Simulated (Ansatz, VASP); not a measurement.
# Cross-check of WS2 between VASP and Ansatz

Wanted: the spread between two codes on one cell, functional and k mesh. Of the first pair: The structure shown is the start of the Ansatz relaxation below; VASP solves that cell, so the two are compared at the walk's first step.

Main program and level: Ansatz 0.2.0; plane waves, with VASP 6.6.1 beside it; single point at PBEsol with D3(BJ).

## (1) Starting point

The cell holds 3 atoms: 2 S and 1 W. Its edges and angles: a = 3.183 Å, b = 3.183 Å, c = 18.118 Å, α = 90.0°, β = 90.0°, γ = 120.0°. It derives from WS2. As first built, before any earlier steps moved the atoms (in the runner's words): kind sheets cut from a layered crystal; sheets 1. Vacuum lies along c.

## (2) Ansatz: relaxation, PBEsol with D3(BJ)

Ansatz runs on its default PAW (the set named soft_2) files.

The two programs are compared at the cell with which this relaxation starts, whose forces are those of its first step.

input.yaml reads:

```yaml
crystal:
  lattice:
    - [3.18320856, 0.0, 0.0]
    - [-1.59160428, 2.756739479, 0.0]
    - [0.0, 0.0, 18.1181716282]
  atoms:
    - { symbol: S, position: [0.333333333, 0.666666667, 0.586050946] }
    - { symbol: W, position: [0.666666667, 0.333333333, 0.499993886] }
    - { symbol: S, position: [0.333333333, 0.666666667, 0.413949054] }
kpoints:
  mp_grid: { grid: [12, 12, 1] }
scf:
  occupations: { method: fermi_dirac, width: 0.02 }
  n_extra_bands: 8
hamiltonian:
  xc: pbesol
  pseudopotentials: { kind: paw }
  dispersion: d3bj
output:
  forces: true
  write_potential: true
  volumetric_format: []
relax:
  f_tol: 0.03
  max_steps: 45
  cell: { fix: [c, alpha, beta] }
```

Command:

```sh
ansatz run input.yaml --threads 2 --pin off --max-ram 4096MiB --backend cpu --events-out ev --progress --plain --runs-dir out
```

Numbers of over 12 decimals in the logs are rounded to 6 here.

The program printed:

```text
Warning: the atoms were moved onto the symmetric positions of the space group found under crystal.symmetry.tolerance 1.0e-5 (fractional; no operation is sought that the atoms, as they stand in a round, miss by more than twice it, and no atom is moved by as much as it), and the run uses the moved positions. Before a round's move an operation carried an atom to 1.48e-4 Å from where it should land, the largest such dist [...]
scf.n_extra_bands = 8 over 13 filled bands (N_el = 26.0): the run solves 21 bands
Engine: ansatz 0.2.0, aarch64-unknown-linux-gnu
Pseudopotentials: kind: paw
Pseudopotential: S, paw, valence charge 6, recommended cutoff 420 eV (normal), S.paw.azcp
Pseudopotential: W, paw, valence charge 14, recommended cutoff 420 eV (normal), W.paw.azcp
Functional definition: PBEsol
  exchange = pbesol_x
  correlation = pbesol_c
Crystal: 3 atoms, lattice volume = 158.992 Å³
Basis set: ecut = 420 eV, 3121 PW (Γ), exchange–correlation on 48×48×250 points (8 copies of the dense FFT grid, shifted against one another)
Bands: 21, of which v1, the nominal top of the filled ones, is band 13 counted from 1 (12 counted from 0)
Symmetry: 12 space group operations
Space group: P-6m2 (ITA 187), of the structure as read, at distance tolerance 5.4e-5 Å
k-points: 19 of 144 (time reversal used)
Non-local potential: S, projectors of the file, l = 0: 2, l = 1: 2, l = 2: 2
Non-local potential: W, projectors of the file, l = 0: 3, l = 1: 2, l = 2: 2, l = 3: 1
PAW form: soft (Blöchl's): semilocal exchange-correlation on the pseudo side does not see the compensation charge
PAW frozen core: S, regenerated for the run's functional, and the local potential with it (the file was generated under x = pbe(κ = 0.804, μ = 0.219515), c = pbe(β = 0.066725))
PAW frozen core: W, regenerated for the run's functional, and the local potential with it (the file was generated under x = pbe(κ = 0.804, μ = 0.219515), c = pbe(β = 0.066725))
PAW one-centre angular grid: S, 110 points (default); XC on 64 Gauss nodes
PAW one-centre angular grid: W, 590 points (default); XC on 64 Gauss nodes
Initial density: superposition of atomic densities (neutral atoms: chi_scale 0, normalization atom), corrected by the library's trained network
Initial wavefunctions: pseudopotential atomic-orbital guess
Functional: x = pbesol(κ = 0.804, μ = 0.123457), c = pbesol(β = 0.046)
[...]
SCF 3 converged in 6 iterations: F = -12029.808542 eV  dr2 = 1.81e-7
relax step   3: F+E_penalty+E_count = -12029.80854159 eV  Δ(F+E_penalty+E_count) = -2.429e-2 eV  max|allowed force component| = 1.543e-2 eV/Å  Δτ_max = 0.0290 Å  P = -0.091 GPa  Ω = 153.342 Å³  energy of the carried Pulay correction = +3.011e-4 eV  fix = [c, alpha, beta]  reactions: c -0.062 GPa  (6 SCF iters, dr2 threshold 3.00e-7 eV, accepted)
[...]
relax step   4: F+E_penalty+E_count = -12029.80863487 eV  Δ(F+E_penalty+E_count) = -9.328e-5 eV  max|allowed force component| = 2.614e-3 eV/Å  Δτ_max = 0.0003 Å  P = -0.013 GPa  Ω = 153.104 Å³  energy of the carried Pulay correction = +3.140e-4 eV  fix = [c, alpha, beta]  reactions: c -0.020 GPa  (5 SCF iters, dr2 threshold 2.79e-8 eV, accepted)
[...]
relax step   5: F+E_penalty+E_count = -12029.80833678 eV  Δ(F+E_penalty+E_count) = +2.981e-4 eV  max|allowed force component| = 2.491e-3 eV/Å  Δτ_max = 0.0000 Å  P = -0.013 GPa  Ω = 153.104 Å³  fix = [c, alpha, beta]  reactions: c -0.020 GPa  stress off target by 9.86e-3 GPa on what of the cell is left free  SCF on the basis re-selected at this cell (its energy is not comparable with the rows above)  (6 SCF iters)
basis re-selected at this cell: Δ(F+E_penalty+E_count) = +2.981e-4 eV, ΔP = -0.000 GPa vs the last step (what re-selecting the basis moved, of the pressure what is left beyond the Pulay correction that the steps carried, after the strain that the cell walked since its last selection, with what the two solves' SCF thresholds leave and, on support functions, any second-order correction that the steps lacked; it is no m [...]
WARN: The output density's exchange-correlation potential varies sharply where the density is thin. Do not read a vacuum level from v_tot or v_xc, or from such a field of the output density. On a cell that repeats whose density bears no net charge and no dipole along the vacuum's axis use v_es (v_loc + v_h of the components); under efield.dipole_correction with no amplitude use v_es + v_field, which holds any externa [...]
SCF converged after 6 iterations
Free energy (F): -12029.808337 eV
Harris-Foulkes:  -12029.808337 eV  (|F-HF|=9.09e-12)
Internal energy: -12029.808337 eV  (E = F + TS)
E sigma→0 (E₀):  -12029.808337 eV
Fermi energy:    1.073000 eV
--- Per-component energies (eV) ---
  E_band       = -472.065212
  E_kinetic    = 667.940424
  E_local      = -14110.028930  (includes V_loc(G=0)·N_el)
  E_nonlocal   = 60.342292
  E_hartree    = 6731.263647
  E_xc         = -459.025997
  E_vxc        = -415.367261  (∫ρ·V_xc dr)
  E_paw        = -9604.589825  (= ΣΔE_a)
  E_vpaw       = -137.478934  (= ΣTr[D̂ρ^β])
  E_aug_tail   = -0.000064  (compensation charges beyond the density's cutoff)
  E_ewald      = 4684.703170
  E_disp       = -0.758744  (pairwise vdW)
  E_core_change = 0.345691  (= ΣΔE_core)
  E_smearing   = -0.000000  (= −TS)
  E_closure    = 0.000000  (closes the sum)
  Σ components = -12029.808337   (vs F -12029.808337, Δ=0.00e0)
--- Forces (eV/Å), atoms counted from 1 ---
  atom   1  S      0.00000000     0.00000000    -0.00249069
  atom   2  W      0.00000000    -0.00000000     0.00000000
  atom   3  S     -0.00000000     0.00000000     0.00249069
  max |Σ_I F_I| component: 1.39e-17 eV/Å
--- Stress (GPa, compression-positive) ---
       -0.009863       0.000000       0.000000
        0.000000      -0.009863       0.000000
        0.000000       0.000000      -0.019885
  P = ⅓ Tr σ = -0.0132 GPa (-0.132 kbar)
--- Band table (eV; the first three rows and the last of 19) ---
  k-point 0: bands = [... 9 lower, -2.1752, -1.4295, -1.4295, -0.1245, 3.1349, 3.1349, 3.2938, 3.2938, ... 4 higher]
  k-point 1: bands = [... 9 lower, -2.5406, -1.6245, -1.2820, -0.1649, 2.9622, 3.0205, 3.1803, 3.3621, ... 4 higher]
  k-point 2: bands = [... 9 lower, -2.2711, -2.0758, -1.3155, -0.3903, 2.4663, 2.9386, 3.0210, 3.8758, ... 4 higher]
  k-point 18: bands = [... 9 lower, -3.8208, -3.2703, -2.3670, 0.0895, 2.1253, 3.3426, 4.2905, 5.9710, ... 4 higher]
--- Relaxed structure (4 steps of the walk, 4 accepted, 1 SCFs on fresh bases) ---
  F+E_penalty+E_count = -12029.80833678 eV   max|allowed force component| = 2.491e-3 eV/Å   (the final SCF, on the basis selected at the relaxed cell)
  cell:  # Å, volume = 153.1044 Å³
    - [3.123715, 0.0, 0.0]
    - [-1.561857, 2.705216, 0.0]
    - [0.0, 0.0, 18.1181716282]
  atoms:
    - { symbol: S, position: [0.333333, 0.666667, 0.586794] }
    - { symbol: W, position: [0.666667, 0.333333, 0.5] }
    - { symbol: S, position: [0.333333, 0.666667, 0.413206] }
```

## (3) VASP: single point, PBEsol with D3(BJ), start cell, pair 1

The same cell, functional, mesh and smearing now go to VASP, with its own data sets.

Lines of VASP's logs that name or quote its potential files are left out, and so is its time.

INCAR reads:

```
SYSTEM = WS2
PREC = Accurate
ENCUT = 520
EDIFF = 1E-06
NELM = 120
ISMEAR = -1
SIGMA = 0.02
LREAL = .FALSE.
ALGO = Normal
GGA = PS
IVDW = 12
NBANDS = 15
LASPH = .TRUE.
LORBIT = 11
LWAVE = .FALSE.
LCHARG = .FALSE.
ISIF = 2
GGA_COMPAT = .FALSE.
EFERMI = MIDGAP
```

POSCAR reads:

```
WS2
1.0
    3.1832090000      0.0000000000      0.0000000000
   -1.5916040000      2.7567390000      0.0000000000
    0.0000000000      0.0000000000     18.1181720000
S W
2 1
Direct
    0.3333331239      0.6666666666      0.5860509548
    0.3333331239      0.6666666666      0.4139490452
    0.6666664572      0.3333333333      0.5000000000
```

KPOINTS reads:

```
Automatic mesh
0
Gamma
12 12 1
0 0 0
```

PAW data sets: S and W (PBE family, release 64).

Command:

```sh
mpirun -np 1 vasp_std
```

The program printed:

```text
[banner, memory and clock lines left out]
running    1 mpi-ranks, on    1 nodes
 distrk:  each k-point on    1 cores,    1 groups
 distr:  one band on    1 cores,    1 groups

 POSCAR found type information on POSCAR S W
 POSCAR found :  2 types and       3 ions
|                                                                             |
|               ----> ADVICE to this user running VASP <----                  |
|                                                                             |
|     You enforced a specific xc type in the INCAR file but a different       |
|     [... a line on the potential file left out ...]
|     I HOPE YOU KNOW WHAT YOU ARE DOING!                                     |
|                                                                             |

 LDA part: xc-table for (Slater+PW92), standard interpolation
 POSCAR, INCAR and KPOINTS ok, starting setup
 FFT: planning ... GRIDC
 FFT: planning ... GRID_SOFT
 FFT: planning ... GRID
 WAVECAR not read
 entering main loop
       N       E                     dE             d eps       ncg     rms          rms(c)
DAV:   1     0.120769331373E+03    0.12077E+03   -0.65014E+03   570   0.914E+02
DAV:   2    -0.132562840795E+02   -0.13403E+03   -0.12529E+03   938   0.189E+02
DAV:   3    -0.264154496443E+02   -0.13159E+02   -0.13018E+02   780   0.660E+01
DAV:   4    -0.266791761668E+02   -0.26373E+00   -0.26307E+00   745   0.111E+01
DAV:   5    -0.266874793306E+02   -0.83032E-02   -0.83022E-02   827   0.183E+00    0.282E+01
DAV:   6    -0.255131259913E+02    0.11744E+01   -0.31606E+00   869   0.127E+01    0.122E+01
DAV:   7    -0.253646376133E+02    0.14849E+00   -0.10124E+00   724   0.804E+00    0.598E+00
DAV:   8    -0.252944066910E+02    0.70231E-01   -0.14833E-01   780   0.330E+00    0.884E-01
DAV:   9    -0.252928555414E+02    0.15511E-02   -0.25784E-02   794   0.111E+00    0.431E-01
DAV:  10    -0.252913705357E+02    0.14850E-02   -0.63850E-03   787   0.562E-01    0.192E-01
DAV:  11    -0.252913445360E+02    0.26000E-04   -0.50737E-04   759   0.185E-01    0.748E-02
DAV:  12    -0.252911680499E+02    0.17649E-03   -0.37120E-04   780   0.117E-01    0.405E-02
DAV:  13    -0.252911979137E+02   -0.29864E-04   -0.33586E-05   738   0.425E-02    0.245E-02
DAV:  14    -0.252913542985E+02   -0.15638E-03   -0.38907E-05   724   0.322E-02    0.254E-02
DAV:  15    -0.252913756083E+02   -0.21310E-04   -0.78690E-06   738   0.159E-02    0.629E-03
DAV:  16    -0.252913974698E+02   -0.21862E-04   -0.10453E-05   689   0.127E-02    0.884E-03
DAV:  17    -0.252913995077E+02   -0.20379E-05   -0.87723E-07   711   0.447E-03    0.234E-03
DAV:  18    -0.252914327432E+02   -0.33235E-04   -0.17318E-06   651   0.495E-03    0.279E-03
DAV:  19    -0.252914415456E+02   -0.88024E-05   -0.20618E-07   664   0.220E-03    0.121E-03
DAV:  20    -0.252914545669E+02   -0.13021E-04   -0.10484E-06   557   0.319E-03    0.135E-03
DAV:  21    -0.252914557118E+02   -0.11448E-05   -0.65842E-08   607   0.119E-03    0.475E-04
DAV:  22    -0.252914564105E+02   -0.69873E-06   -0.33992E-08   502   0.582E-04
   1 F= -.26022841E+02 E0= -.26022841E+02  d E =-.114119E-20
```

Parts of OUTCAR (step 3):

```text
ion  position               nearest neighbor table
   1  0.333  0.667  0.586-   3 2.41   3 2.41   3 2.41
   2  0.333  0.667  0.414-   3 2.41   3 2.41   3 2.41
   3  0.667  0.333  0.500-   1 2.41   2 2.41   1 2.41   2 2.41   1 2.41   2 2.41

  LATTYP: Found a hexagonal cell.
 ALAT       =     3.1832090000
 C/A-ratio  =     5.6917946638

 Subroutine GETGRP returns: Found 12 space group operations
 (whereof 12 operations were pure point group operations)

The static configuration has the point symmetry D_3h.

 Found     19 irreducible k-points:

   k-points           NKPTS =     19   k-points in BZ     NKDIM =     19   number of bands    NBANDS=     15

   dimension x,y,z NGX =    24 NGY =   24 NGZ =  140
   dimension x,y,z NGXF=    48 NGYF=   48 NGZF=  280

   ENCUT  =  520.0 eV  38.22 Ry    6.18 a.u.   5.92  5.92 33.69*2*pi/ulx,y,z

   NELECT =      18.0000    total number of electrons

 k-points in reciprocal lattice and weights: Automatic mesh
   0.00000000  0.00000000  0.00000000       0.007
   0.08333333  0.00000000  0.00000000       0.042
   0.16666667  0.00000000  0.00000000       0.042
   0.25000000 -0.00000000  0.00000000       0.042
   0.33333333  0.00000000  0.00000000       0.042
   0.41666667 -0.00000000  0.00000000       0.042
   0.50000000 -0.00000000  0.00000000       0.021
   0.08333333  0.08333333  0.00000000       0.042
   0.16666667  0.08333333  0.00000000       0.083
[...]
0.33333333  0.25000000  0.00000000       0.083
   0.33333333  0.33333333  0.00000000       0.014

 average (electrostatic) potential at core
       1 -93.3399       2 -93.3399       3 -47.2778

 E-fermi :  -1.0496

 k-point     1 :       0.0000    0.0000    0.0000
  band No.  band energies     occupation
    ...
      5      -4.8296      2.00000
      6      -3.9823      2.00000
      7      -3.5682      2.00000
      8      -3.5682      2.00000
      9      -1.9470      2.00000
     10       0.9713      0.00000
     11       0.9713      0.00000
     12       1.1672      0.00000
     13       1.1672      0.00000
     14       3.1083      0.00000
    ...

 k-point     2 :       0.0833    0.0000    0.0000
  band No.  band energies     occupation
    ...
      5      -4.7159      2.00000
      6      -4.4216      2.00000
      7      -3.7487      2.00000
      8      -3.3252      2.00000
      9      -2.0095      2.00000
     10       0.8635      0.00000
     11       0.8847      0.00000
     12       1.0607      0.00000
     13       1.1865      0.00000
     14       3.4239      0.00000
    ...

 k-point     3 :       0.1667    0.0000    0.0000
  band No.  band energies     occupation
    ...
      5      -5.0870      2.00000
      6      -4.4016      2.00000
      7      -4.1696      2.00000
      8      -3.2921      2.00000
      9      -2.2849      2.00000
     10       0.4820      0.00000
     11       0.8269      0.00000
     12       0.8708      0.00000
     13       1.6817      0.00000
     14       3.9166      0.00000
    ...

 Edisp (eV)   -0.73139

  Total      -2.20254    -2.20254    -0.64097    -0.00000     0.00000     0.00000
  in kB     -22.19525   -22.19524    -6.45915    -0.00000     0.00000     0.00000
  external pressure =      -16.95 kB  Pullay stress =        0.00 kB

  energy-cutoff  :      520.00
  volume of cell :      158.99
      direct lattice vectors                 reciprocal lattice vectors
     3.183209000  0.000000000  0.000000000     0.314148396  0.181373660  0.000000000
    -1.591604000  2.756739000  0.000000000     0.000000000  0.362747435  0.000000000
     0.000000000  0.000000000 18.118172000     0.000000000  0.000000000  0.055193206

 POSITION                                       TOTAL-FORCE (eV/Angst)
 -----------------------------------------------------------------------------------
     -0.00000      1.83783     10.61817        -0.000000      0.000000     -0.194255
     -0.00000      1.83783      7.50000        -0.000000      0.000000      0.194255
      1.59160      0.91891      9.05909         0.000000      0.000000      0.000000
 -----------------------------------------------------------------------------------
    total drift:                                0.000707     -0.000004     -0.000000

  FREE ENERGIE OF THE ION-ELECTRON SYSTEM (eV)
  ---------------------------------------------------
  free  energy   TOTEN  =       -26.0228414196 eV

  energy  without entropy=      -26.0228414196  energy(sigma->0) =      -26.02284142

 total charge
# of ion       s       p       d       tot
------------------------------------------
    1        1.352   2.342   0.000   3.694
    2        1.352   2.342   0.000   3.694
    3        0.560   0.707   4.270   5.537
--------------------------------------------------
tot          3.264   5.391   4.270  12.925

[... 3 further parts left out ...]
```

## (4) Side by side

Known differences besides the potentials themselves: the data sets hold 26 valence electrons in Ansatz (on its default PAW (the set named soft_2) files) and 18 in VASP; the cutoff is 420 eV in Ansatz and 520 eV in VASP; Ansatz makes its cores anew for this functional, VASP keeps those of its PBE data sets. Total energies have different zeros and are not compared.

Forces (eV/Å; atoms numbered as in POSCAR):

| atom | Ansatz x, y, z | VASP x, y, z |
| --- | --- | --- |
| S1 | 0.000, 0.000, -0.166 | 0.000, 0.000, -0.194 |
| S2 | 0.000, 0.000, 0.166 | 0.000, 0.000, 0.194 |
| W3 | 0.000, 0.000, 0.000 | 0.000, 0.000, 0.000 |

The forces differ by 13 meV/Å r.m.s., which is 14.7 % of the r.m.s. force of 0.092 eV/Å (both taken over all components). With vacuum in the cell, a pressure given here is an average over mostly empty space and none of the material.

## (5) What the set-up changes

Further runs change the set-up of one program: Ansatz's method, potentials or start, or VASP's data sets, cutoff or form of LDA. The table gives that difference for each run.

| run | r.m.s. force difference (meV/Å) |
| --- | --- |
| as above | 13 |
| VASP with the data sets S and W_sv and a cutoff of 400 eV | 10 |

(Part 1 of 2 ends here.)

[Lines on the potential files, build, host, timing and source positions are cut from VASP's logs without a mark.]

[Logs are printed without paths, hosts, clocks, repeated set-up lines and the standing remarks that a program may print on its own settings, such as how far it seeks lower states.]

[Hosts, paths, dates, database ids (printed as entryN), source tags and the programs' standing remarks are cut or masked in the printed files.]
